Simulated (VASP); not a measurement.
Level of theory: SCAN meta-GGA, VASP's PBE PAW potentials (set 64) (plane waves; VASP).

VASP input:

POSCAR:
```
KZnF3
3.9508920
  0.9999999961   0.0000000000   0.0000000000
  0.0000000000   0.9999999961   0.0000000000
  0.0000000000   0.0000000000   0.9999999961
K Zn F
1 1 3
Direct
  0.0000000000   0.0000000000   0.0000000000
  0.5000000000   0.5000000000   0.5000000000
  0.5000000000   0.0000000000   0.5000000000
  0.0000000000   0.5000000000   0.5000000000
  0.5000000000   0.5000000000   0.0000000000
```

INCAR:
```
! general
SYSTEM  = KZnF3
PREC    = Accurate
ENCUT   = 520
LREAL   = .FALSE.
LASPH   = .TRUE.

! electronic loop
EDIFF   = 1E-7
NELM    = 100
ALGO    = Normal
LMAXMIX = 4
LMIXTAU = .TRUE.

! smearing
ISMEAR  = 0
SIGMA   = 0.05

! functional
METAGGA = SCAN

! ions
ISIF    = 2

! output
LWAVE   = .FALSE.
LCHARG  = .FALSE.
```

### KPOINTS
```
kpoints
0
Gamma
  6 6 6
```

POTCAR, in this order: K_sv Zn F (PBE.64 set). Program: vasp_std.

Output

### OSZICAR
```
       N       E                     dE             d eps       ncg     rms          rms(c)
DAV:   1     0.436385032999E+03    0.43639E+03   -0.23658E+04  1000   0.211E+03
DAV:   2    -0.220699363988E+02   -0.45845E+03   -0.44442E+03  1193   0.529E+02
DAV:   3    -0.574834120951E+02   -0.35413E+02   -0.35261E+02  1180   0.158E+02
DAV:   4    -0.583151405158E+02   -0.83173E+00   -0.83050E+00  1688   0.222E+01
DAV:   5    -0.583240320143E+02   -0.88915E-02   -0.88891E-02  1296   0.180E+00    0.128E+01
DAV:   6    -0.478289200035E+02    0.10495E+02   -0.40603E+00  1589   0.388E+01    0.893E+00
DAV:   7    -0.466448790943E+02    0.11840E+01   -0.48757E+00  1588   0.245E+01    0.435E+00
DAV:   8    -0.510923509985E+02   -0.44475E+01   -0.21710E+00  1477   0.306E+01    0.213E+00
DAV:   9    -0.454618242235E+02    0.56305E+01   -0.95188E-01  1546   0.205E+01    0.107E+00
DAV:  10    -0.462673434660E+02   -0.80552E+00   -0.53579E-01  1026   0.609E+00    0.601E-01
DAV:  11    -0.462117925838E+02    0.55551E-01   -0.24663E-02  1131   0.192E+00    0.353E-01
DAV:  12    -0.462488934096E+02   -0.37101E-01   -0.52179E-03  1529   0.215E+00    0.138E-01
DAV:  13    -0.462680053123E+02   -0.19112E-01   -0.10839E-02  1233   0.162E+00    0.367E-02
DAV:  14    -0.462681075619E+02   -0.10225E-03   -0.68329E-04  1352   0.230E-01    0.424E-02
DAV:  15    -0.462683450114E+02   -0.23745E-03   -0.42897E-05  1099   0.105E-01    0.480E-02
DAV:  16    -0.462683885449E+02   -0.43533E-04   -0.40081E-05  1304   0.683E-02    0.635E-02
DAV:  17    -0.462684199812E+02   -0.31436E-04   -0.12301E-03  1283   0.406E-01    0.177E-01
DAV:  18    -0.462688550047E+02   -0.43502E-03   -0.70765E-05  1192   0.145E-01    0.200E-01
DAV:  19    -0.462682524426E+02    0.60256E-03   -0.14281E-03  1201   0.694E-01    0.647E-02
DAV:  20    -0.462688390571E+02   -0.58661E-03   -0.62340E-03  1352   0.121E+00    0.259E-01
DAV:  21    -0.462687449814E+02    0.94076E-04   -0.32007E-04  1163   0.256E-01    0.231E-01
DAV:  22    -0.462685027916E+02    0.24219E-03   -0.14191E-03  1274   0.720E-01    0.775E-02
DAV:  23    -0.462684901924E+02    0.12599E-04   -0.21543E-04  1438   0.204E-01    0.340E-02
DAV:  24    -0.462684863719E+02    0.38204E-05   -0.24850E-05  1174   0.711E-02    0.305E-02
DAV:  25    -0.462685046216E+02   -0.18250E-04   -0.27814E-05  1306   0.825E-02    0.104E-02
DAV:  26    -0.462685111470E+02   -0.65255E-05   -0.36821E-06  1366   0.228E-02    0.490E-03
DAV:  27    -0.462685168212E+02   -0.56741E-05   -0.11117E-06  1138   0.215E-02    0.137E-03
DAV:  28    -0.462685171914E+02   -0.37019E-06   -0.22328E-07  1055   0.439E-03    0.102E-03
DAV:  29    -0.462685184520E+02   -0.12607E-05   -0.72968E-08   701   0.608E-03    0.225E-04
DAV:  30    -0.462685185020E+02   -0.49945E-07   -0.13067E-08   529   0.137E-03
   1 F= -.46268519E+02 E0= -.46268519E+02  d E =-.250808E-11
```

OUTCAR:
```
------------------------ aborting loop because EDIFF is reached ----------------------------------------
  FORCE on cell =-STRESS in cart. coord.  units (eV):
  Direction    XX          YY          ZZ          XY          YZ          ZX
  --------------------------------------------------------------------------------------
  Total        2.5402794      2.5402794      2.5402794      0.0000000      0.0000000     -0.0000000
  in kB       65.9943262     65.9943262     65.9943262      0.0000000      0.0000000     -0.0000000
  external PRESSURE =      65.9943262 kB  Pullay stress =       0.0000000 kB
  volume of cell :       61.67
      direct lattice vectors                 reciprocal lattice vectors
     3.950891985  0.000000000  0.000000000     0.253107401  0.000000000  0.000000000
     0.000000000  3.950891985  0.000000000     0.000000000  0.253107401  0.000000000
     0.000000000  0.000000000  3.950891985     0.000000000  0.000000000  0.253107401
 POSITION                                       TOTAL-FORCE (eV/Angst)
 -----------------------------------------------------------------------------------
      0.00000      0.00000      0.00000         0.000000      0.000000      0.000000
      1.97545      1.97545      1.97545         0.000000      0.000000      0.000000
      1.97545      0.00000      1.97545         0.000000      0.000000      0.000000
      0.00000      1.97545      1.97545         0.000000      0.000000      0.000000
      1.97545      1.97545      0.00000         0.000000      0.000000      0.000000
 -----------------------------------------------------------------------------------
    total drift:                                0.000000      0.000000     -0.000000
  FREE ENERGIE OF THE ION-ELECTRON SYSTEM (eV)
  ---------------------------------------------------
  free  energy   TOTEN  =       -46.2685185020 eV

  energy  without entropy=      -46.2685185020  energy(sigma->0) =      -46.26851850
```
(Selected blocks of OUTCAR.)

The compound is KZnF3 in the cubic perovskite structure. This cell is one point of a volume scan, at 0.94 of the reference volume.
